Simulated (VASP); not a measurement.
Consider the following.

```
Mg2Sn
1.0
    0.00000     3.31036     3.31036
    3.31036     0.00000     3.31036
    3.31036     3.31036     0.00000
Mg Sn
2 1
Cartesian
  1.65518   1.65518   1.65518
  4.96553   4.96553   4.96553
  6.62071   3.31036   3.31036
```

Calculation: vdW-DF-cx, VASP's PBE PAW potentials (set 64) (plane waves; VASP). Numerical set-up: 520 eV cut-off, 8×8×8 Γ-centred mesh, first-order Methfessel-Paxton smearing of 0.10 eV, potentials Mg Sn_d.

Unless said otherwise, spin-orbit coupling is left out, though it shifts the bands of the heavy elements here.

Problem. What does the run give for the energy per atom (σ→0), pressure, band gap (on the k-mesh) with the smallest direct gap where there is one?

Solution. 
```json
{
 "band gap (on the k-mesh)": "0.08 eV",
 "smallest direct gap (on the k-mesh)": "1.79 eV",
 "energy per atom (σ→0)": "-0.577 eV/atom",
 "pressure": "3.04 GPa"
}
```

The absolute energy has meaning only against runs of the same code, potentials and settings.

The compound is Mg2Sn in the antifluorite structure. This cell is one point of a volume scan, at 0.94 of the reference volume.
